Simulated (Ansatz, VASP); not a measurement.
# Ti2NF2 (Ti2NF2 MXene, 1 layer): VASP beside Ansatz, part 2 of 2

One calculation is typed for both programs; each brings its own data sets. How far apart do they land? Of the first pair: The structure shown is the start of the Ansatz relaxation below; VASP solves that cell, so the two are compared at the walk's first step.

VASP 6.6.1 and Ansatz 0.2.0.

So far: The starting structure; Ansatz: relaxation, PBE.

## 3. VASP: single point, PBE, start cell, pair 1

Level of this step: PBE, no spin polarisation; plane waves and PAW (F, Ti_sv, N) (VASP).

The same cell, functional, mesh and smearing now go to VASP, with its own data sets.

Lines of VASP's logs that name or quote its potential files are left out, and so is its time.

INCAR reads:

```
SYSTEM = Ti2NF2
PREC = Accurate
ENCUT = 520
EDIFF = 1E-06
NELM = 120
ISMEAR = -1
SIGMA = 0.05
LREAL = .FALSE.
ALGO = Normal
GGA = PE
NBANDS = 27
LASPH = .TRUE.
LORBIT = 11
LWAVE = .FALSE.
LCHARG = .FALSE.
ISIF = 2
LDIPOL = .TRUE.
IDIPOL = 3
DIPOL = 0.5 0.5 0.5
LVHAR = .TRUE.
GGA_COMPAT = .FALSE.
NELMDL = -8
KPAR = 2
```

POSCAR reads:

```
Ti2NF2
1.0
    3.0287400000      0.0000000000      0.0000000000
   -1.5143700000      2.6229660000      0.0000000000
    0.0000000000      0.0000000000     20.3723860000
F Ti N
2 2 1
Direct
    0.3333333333      0.6666666667      0.3926884166
    0.6666666667      0.3333333333      0.6073115834
    0.6666666667      0.3333333333      0.4413392226
    0.3333333333      0.6666666667      0.5586607774
    0.0000000000      0.0000000000      0.5000000000
```

KPOINTS reads:

```
Automatic mesh
0
Gamma
12 12 1
0 0 0
```

Potentials, in the order of the species: F, Ti_sv and N (PBE family, release 64).

Command:

```bash
$ mpirun -np 2 vasp_std
```

Numbers of over 12 decimals in the logs are rounded to 6 here.

Log:

```text
[banner, memory and clock lines left out]
running    2 mpi-ranks, on    1 nodes
 distrk:  each k-point on    1 cores,    2 groups
 distr:  one band on    1 cores,    1 groups

 POSCAR found type information on POSCAR F TiN
 POSCAR found :  3 types and       5 ions
 LDA part: xc-table for (Slater+PW92), standard interpolation
 POSCAR, INCAR and KPOINTS ok, starting setup
 FFT: planning ... GRIDC
 FFT: planning ... GRID_SOFT
 FFT: planning ... GRID
 WAVECAR not read
 entering main loop
       N       E                     dE             d eps       ncg     rms          rms(c)
DAV:   1     0.563223993295E+03    0.56322E+03   -0.22943E+04  1162   0.151E+03
DAV:   2     0.348232183674E+02   -0.52840E+03   -0.51717E+03  1242   0.462E+02
DAV:   3    -0.411253838230E+02   -0.75949E+02   -0.75425E+02  1475   0.176E+02
DAV:   4    -0.472466640337E+02   -0.61213E+01   -0.61007E+01  1724   0.460E+01
DAV:   5    -0.477046780316E+02   -0.45801E+00   -0.45761E+00  1513   0.844E+00
DAV:   6    -0.477186509869E+02   -0.13973E-01   -0.13972E-01  1668   0.185E+00
DAV:   7    -0.477191311369E+02   -0.48015E-03   -0.48010E-03  1481   0.246E-01
DAV:   8    -0.477191400941E+02   -0.89572E-05   -0.89547E-05  1620   0.443E-02    0.233E+01
DAV:   9    -0.394229461450E+02    0.82962E+01   -0.65570E+01  1358   0.692E+01    0.876E+00
DAV:  10    -0.391276108061E+02    0.29534E+00   -0.52261E+00  1245   0.178E+01    0.537E+00
DAV:  11    -0.390026032069E+02    0.12501E+00   -0.77913E-01  1309   0.605E+00    0.854E-01
DAV:  12    -0.389934853579E+02    0.91178E-02   -0.73308E-02  1354   0.270E+00    0.488E-01
DAV:  13    -0.389796246861E+02    0.13861E-01   -0.22019E-02  1371   0.115E+00    0.187E-01
DAV:  14    -0.389779242550E+02    0.17004E-02   -0.36545E-03  1398   0.502E-01    0.932E-02
[...]
DAV:  19    -0.389772599820E+02   -0.34223E-03   -0.59383E-05  1165   0.397E-02    0.814E-03
DAV:  20    -0.389774080914E+02   -0.14811E-03   -0.17684E-05  1074   0.267E-02    0.330E-03
DAV:  21    -0.389774878071E+02   -0.79716E-04   -0.89222E-06  1079   0.108E-02    0.244E-03
DAV:  22    -0.389775239113E+02   -0.36104E-04   -0.37588E-06  1162   0.690E-03    0.155E-03
DAV:  23    -0.389775543483E+02   -0.30437E-04   -0.26982E-06  1031   0.521E-03    0.116E-03
DAV:  24    -0.389775650024E+02   -0.10654E-04   -0.44910E-07   907   0.393E-03    0.394E-04
DAV:  25    -0.389775687247E+02   -0.37223E-05   -0.11864E-07   737   0.182E-03    0.358E-04
DAV:  26    -0.389775692577E+02   -0.53299E-06   -0.20424E-08   660   0.115E-03
   1 F= -.38977569E+02 E0= -.38970149E+02  d E =-.148411E-01
```

Parts of OUTCAR (step 3):

```text
ion  position               nearest neighbor table
   1  0.333  0.667  0.393-   3 2.01   3 2.01   3 2.01
   2  0.667  0.333  0.607-   4 2.01   4 2.01   4 2.01
   3  0.667  0.333  0.441-   1 2.01   1 2.01   1 2.01   5 2.12   5 2.12   5 2.12
   4  0.333  0.667  0.559-   2 2.01   2 2.01   2 2.01   5 2.12   5 2.12   5 2.12
   5  0.000  0.000  0.500-   3 2.12   4 2.12   3 2.12   4 2.12   3 2.12   4 2.12

  LATTYP: Found a hexagonal cell.
 ALAT       =     3.0287400000
 C/A-ratio  =     6.7263568349

 Subroutine GETGRP returns: Found 12 space group operations
 (whereof 12 operations were pure point group operations)

The static configuration has the point symmetry D_3d.

 Found     19 irreducible k-points:

   k-points           NKPTS =     19   k-points in BZ     NKDIM =     19   number of bands    NBANDS=     27

   dimension x,y,z NGX =    24 NGY =   24 NGZ =  160
   dimension x,y,z NGXF=    48 NGYF=   48 NGZF=  320

   ENCUT  =  520.0 eV  38.22 Ry    6.18 a.u.   5.63  5.63 37.88*2*pi/ulx,y,z

   NELECT =      43.0000    total number of electrons

 k-points in reciprocal lattice and weights: Automatic mesh
   0.00000000  0.00000000  0.00000000       0.007
   0.08333333  0.00000000  0.00000000       0.042
   0.16666667  0.00000000  0.00000000       0.042
   0.25000000  0.00000000  0.00000000       0.042
   0.33333333  0.00000000  0.00000000       0.042
   0.41666667  0.00000000  0.00000000       0.042
   0.50000000  0.00000000  0.00000000       0.021
   0.08333333  0.08333333  0.00000000       0.042
   0.16666667  0.08333333  0.00000000       0.083
[...]
0.33333333  0.25000000  0.00000000       0.083
   0.33333333  0.33333333  0.00000000       0.014

 dipolmoment           0.000000      0.000000     -0.000000 electrons x Angstroem

 average (electrostatic) potential at core
       1 -82.0624       2 -82.0624       3 -80.5412       4 -80.5412       5 -68.4324

 E-fermi :   1.6544

 k-point     1 :       0.0000    0.0000    0.0000
  band No.  band energies     occupation
    ...
     19      -2.6213      2.00000
     20      -2.6213      2.00000
     21       1.0374      1.99999
     22       1.0374      1.99999
     23       1.3304      1.99694
     24       2.2910      0.00001
     25       2.2910      0.00001
     26       2.4629      0.00000
     27       2.7151      0.00000

 k-point     2 :       0.0833    0.0000    0.0000
  band No.  band energies     occupation
    ...
     19      -2.8990      2.00000
     20      -2.7037      2.00000
     21       0.9527      2.00000
     22       1.1736      1.99987
     23       1.3746      1.99261
     24       2.2602      0.00001
     25       2.3518      0.00000
     26       2.4931      0.00000
     27       2.9097      0.00000

 k-point     3 :       0.1667    0.0000    0.0000
  band No.  band energies     occupation
    ...
     19      -3.5009      2.00000
     20      -2.8873      2.00000
     21       0.6221      2.00000
     22       1.5097      1.89515
     23       1.6173      1.35531
     24       2.2414      0.00002
     25       2.5347      0.00000
     26       2.6745      0.00000
     27       2.8849      0.00000

  Total        4.8004059      4.8004067      2.3038382     -0.0000000      0.0000000      0.0000000
  in kB       47.5217029     47.5217108     22.8068865     -0.0000000      0.0000000      0.0000000
  external PRESSURE =      39.2834334 kB  Pullay stress =       0.0000000 kB

  energy-cutoff  :      520.00
  volume of cell :      161.84
      direct lattice vectors                 reciprocal lattice vectors
     3.028740000  0.000000000  0.000000000     0.330170302  0.190623897  0.000000000
    -1.514370000  2.622966000  0.000000000     0.000000000  0.381247794  0.000000000
     0.000000000  0.000000000 20.372386000     0.000000000  0.000000000  0.049086052

 POSITION                                       TOTAL-FORCE (eV/Angst)
 -----------------------------------------------------------------------------------
     -0.00000      1.74864      8.00000         0.000000      0.000000     -3.348391
      1.51437      0.87432     12.37239        -0.000000      0.000000      3.348391
      1.51437      0.87432      8.99113        -0.000000     -0.000000      5.117551
     -0.00000      1.74864     11.38125         0.000000      0.000000     -5.117551
      0.00000      0.00000     10.18619        -0.000000     -0.000000      0.000000
 -----------------------------------------------------------------------------------
    total drift:                                0.000000     -0.000000     -0.000000

  FREE ENERGIE OF THE ION-ELECTRON SYSTEM (eV)
  ---------------------------------------------------
  free  energy   TOTEN  =       -38.9775692577 eV

  energy  without entropy=      -38.9627281462  energy(sigma->0) =      -38.97014870

 vacuum level on the upper side and lower side of the slab         3.767         3.767

 total charge
# of ion       s       p       d       tot
------------------------------------------
    1        1.739   4.417   0.000   6.156
    2        1.739   4.417   0.000   6.156
    3        2.159   6.179   2.049  10.388
    4        2.159   6.179   2.049  10.388
    5        1.242   2.496   0.000   3.738
--------------------------------------------------
tot          9.038  23.689   4.098  36.826

[... 3 further parts left out ...]
```

This run has no spin polarisation, so a moment on Ti, if there is one, isn't seen. Its electron count is odd, so without a moment it is a metal by construction.

## 4. Differences

Known differences besides the potentials themselves: the cutoff is 420 eV in Ansatz and 520 eV in VASP. Total energies have different zeros and are not compared.

Forces (eV/Å; atoms numbered as in POSCAR):

```
atom        Ansatz x, y, z          VASP x, y, z
  F1  0.000, 0.000, -3.295  0.000, 0.000, -3.348
  F2   0.000, 0.000, 3.295   0.000, 0.000, 3.348
 Ti3   0.000, 0.000, 5.100   0.000, 0.000, 5.118
 Ti4  0.000, 0.000, -5.100  0.000, 0.000, -5.118
  N5   0.000, 0.000, 0.000   0.000, 0.000, 0.000
```

The forces differ by 21 meV/Å r.m.s., which is 0.9 % of the r.m.s. force of 2.233 eV/Å (both taken over all components). With vacuum in the cell, a pressure given here is an average over mostly empty space and none of the material.

## 5. Ansatz: relaxation, PBE

This run makes the geometry at which the two programs are then compared.

The structure compared here is the end of the Ansatz relaxation.

input.yaml reads:

```yaml
crystal:
  lattice:
    - [3.02874, 0.0, 0.0]
    - [-1.51437, 2.6229657815, 0.0]
    - [0.0, 0.0, 20.3723862711]
  atoms:
    - { symbol: F, position: [0.3333333333, 0.6666666667, 0.3926884113] }
    - { symbol: Ti, position: [0.6666666667, 0.3333333333, 0.4413392179] }
    - { symbol: "N", position: [0.0, 0.0, 0.5] }
    - { symbol: Ti, position: [0.3333333333, 0.6666666667, 0.5586607821] }
    - { symbol: F, position: [0.6666666667, 0.3333333333, 0.6073115887] }
kpoints:
  mp_grid: { grid: [12, 12, 1] }
hamiltonian:
  xc: pbe
scf:
  occupations: { method: fermi_dirac, width: 0.05 }
  convergence: { dr2_threshold: 1.0e-08 }
efield:
  axis: 3
  dipole_correction: true
  ramp_position: 0.97
  ramp_width: 0.04
relax:
  f_tol: 0.01
  cell: { fix: [c, alpha, beta] }
output:
  write_potential: true
  write_density: true
  volumetric_format: npy
```

Command:

```bash
$ ansatz run input.yaml --threads 4 --pin off --max-ram 8192MiB --backend cpu --events-out ev --progress --plain --runs-dir out
```

Log:

```text
[...]
Crystal: 5 atoms, lattice volume = 161.844 Å³
Basis set: ecut = 420 eV, 3129 PW (Γ), exchange–correlation on 48×48×288 points (8 copies of the dense FFT grid, shifted against one another)
[...]
- [3.058698, 1.1086613347906599e-18, 0]
    - [-1.529349, 2.648910, 0]
    - [0, 0, 20.3723862711]
  atoms:
    - { symbol: F, position: [0.333333, 0.666667, 0.386349] }
    - { symbol: Ti, position: [0.666667, 0.333333, 0.447572] }
    - { symbol: N, position: [0, 0, 0.500000] }
    - { symbol: Ti, position: [0.333333, 0.666667, 0.552428] }
    - { symbol: F, position: [0.666667, 0.333333, 0.613651] }
[key lines of the parts left out:]
SCF converged after 4 iterations
Free energy (F): -7006.924776 eV
Fermi energy:    1.184057 eV
Dipole field:    D = 0.000001 V/Å  (p = 0.000001 e·Å, saw-weighted, corrected)
Work function:   Φ+ = 4.4338 eV   Φ− = 4.4339 eV
P = ⅓ Tr σ = 0.0379 GPa (0.379 kbar)
```

## 6. VASP: single point, PBE, relaxed cell, pair 2

The same cell, functional, mesh and smearing now go to VASP, with its own data sets.

Changes to INCAR since step 3:

```diff
@@ -2,3 +2,3 @@
 PREC = Accurate
-ENCUT = 520
+ENCUT = 600
 EDIFF = 1E-06
```

POSCAR reads:

```
Ti2NF2
1.0
    3.0586978007      0.0000000000      0.0000000000
   -1.5293489003      2.6489099979      0.0000000000
    0.0000000000      0.0000000000     20.3723862711
F Ti N
2 2 1
Direct
    0.3333333333      0.6666666667      0.3863492686
    0.6666666667      0.3333333333      0.6136507314
    0.6666666667      0.3333333333      0.4475720240
    0.3333333333      0.6666666667      0.5524279760
    0.0000000000      0.0000000000      0.5000000000
```

KPOINTS is that of step 3.

Command:

```bash
$ mpirun -np 2 vasp_std
```

Log:

```text
[... set-up lines as in an earlier step ...]
 entering main loop
       N       E                     dE             d eps       ncg     rms          rms(c)
DAV:   1     0.598933846466E+03    0.59893E+03   -0.23897E+04  1130   0.166E+03
DAV:   2     0.485963103999E+02   -0.55034E+03   -0.53651E+03  1167   0.486E+02
DAV:   3    -0.410353944237E+02   -0.89632E+02   -0.88798E+02  1499   0.188E+02
DAV:   4    -0.480555838130E+02   -0.70202E+01   -0.70032E+01  1740   0.509E+01
[...]
DAV:  25    -0.400760209694E+02   -0.41451E-05   -0.99638E-08   656   0.191E-03    0.732E-04
DAV:  26    -0.400760224678E+02   -0.14984E-05   -0.61997E-08   624   0.142E-03    0.191E-04
DAV:  27    -0.400760228010E+02   -0.33317E-06   -0.22622E-08   570   0.106E-03
   1 F= -.40076023E+02 E0= -.40067377E+02  d E =-.172919E-01
```

From OUTCAR (step 6):

```text
  Total        0.1385429      0.1385429      0.0664923      0.0000000      0.0000000      0.0000000
  in kB        1.3447740      1.3447740      0.6454112      0.0000000      0.0000000      0.0000000
  external PRESSURE =       1.1116531 kB  Pullay stress =       0.0000000 kB

 POSITION                                       TOTAL-FORCE (eV/Angst)
 -----------------------------------------------------------------------------------
     -0.00000      1.76594      7.87086         0.000000      0.000000     -0.034824
      1.52935      0.88297     12.50153         0.000000     -0.000000      0.034824
      1.52935      0.88297      9.11811        -0.000000     -0.000000     -0.026162
     -0.00000      1.76594     11.25428        -0.000000      0.000000      0.026162
      0.00000      0.00000     10.18619        -0.000000      0.000000      0.000000
 -----------------------------------------------------------------------------------
    total drift:                                0.000000     -0.000000      0.000000

  FREE ENERGIE OF THE ION-ELECTRON SYSTEM (eV)
  ---------------------------------------------------
  free  energy   TOTEN  =       -40.0760228010 eV

  energy  without entropy=      -40.0587308805  energy(sigma->0) =      -40.06737684

[... 1 part as in an earlier step ...]

[... 2 further parts left out ...]
[key lines of the parts left out:]
E-fermi :  -0.3429
```

## 7. Side by side

What differs besides the data sets and the points named for the pairs above, as far as they apply: the cutoff is 420 eV in Ansatz and 600 eV in VASP; Ansatz's pressure holds a Pulay correction, VASP's none. Total energies have different zeros and are not compared.

Both answers:

```
                                   quantity  Ansatz  VASP  difference
                             pressure (GPa)    0.04  0.11       -0.07
 work function, lower of the two faces (eV)    4.43  4.49       -0.05
work function, higher of the two faces (eV)    4.43  4.49       -0.05
```

At this near-relaxed geometry the largest component of a force difference is 31 meV/Å. With vacuum in the cell, a pressure given here is an average over mostly empty space and none of the material.

## 8. Results

```
r.m.s. force difference (single point, PBE, start cell, pair 1)   : 0.92 % of the r.m.s. force
r.m.s. force difference (single point, PBE, relaxed cell, pair 2) : 15 meV/Å
```

What this shows: The r.m.s. force difference is 15 meV/Å (single point, PBE, relaxed cell, pair 2), beyond the 12 meV/Å picked in this series as the mark of a large difference. What causes the difference of the single point, PBE, relaxed cell, pair 2 pair stays open here. How closely two codes agree says nothing of how well the functional describes the real material.

[Lines on the potential files, build, host, timing and source positions are cut from VASP's logs without a mark.]

[Logs are printed without paths, hosts, clocks, repeated set-up lines and the standing remarks that a program may print on its own settings, such as how far it seeks lower states.]

[Hosts, paths, dates, database ids (printed as entryN), source tags and the programs' standing remarks are cut or masked in the printed files.]
